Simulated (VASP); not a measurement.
**KAl: equation of state with PBE**

KAl:

```xyz
2
Lattice="4.1269 0.0000 0.0000 0.0000 4.1269 0.0000 0.0000 0.0000 4.1269" Properties=species:S:1:pos:R:3 pbc="T T T"
K     2.0635    2.0635    2.0635
Al    0.0000    0.0000    0.0000
```

The cell was built by a generator and needn't be a form met in nature.

* Program: VASP 6.6.1
* Task: equation of state
* Functional: PBE
* Potentials or basis: VASP PAW PBE potentials, release 64 (K_sv, Al)
* Cutoff: 520 eV
* k mesh: 7 × 7 × 7
* Occupations: fermi-dirac, width 0.05 eV
* Spin: no spin polarisation
* Further INCAR settings: ALGO = Normal; EDIFF = 1e-07; NBANDS = 13

```
Equilibrium volume                      : 35.18 Å³/atom
Bulk modulus                            : 13.4 GPa
Pressure derivative of the bulk modulus : 4.6
```

Energy against volume, from the lowest point:
```tsv
volume (Å³/atom)	energy (meV/atom)
33.035	6.14
33.738	2.67
34.441	0.67
35.143	0.00
35.846	0.51
36.549	2.07
37.252	4.58
```

All runs of the series together: 2.1 min on 1 thread of AMD EPYC 7R13 Processor (Zen 3), on a shared host.
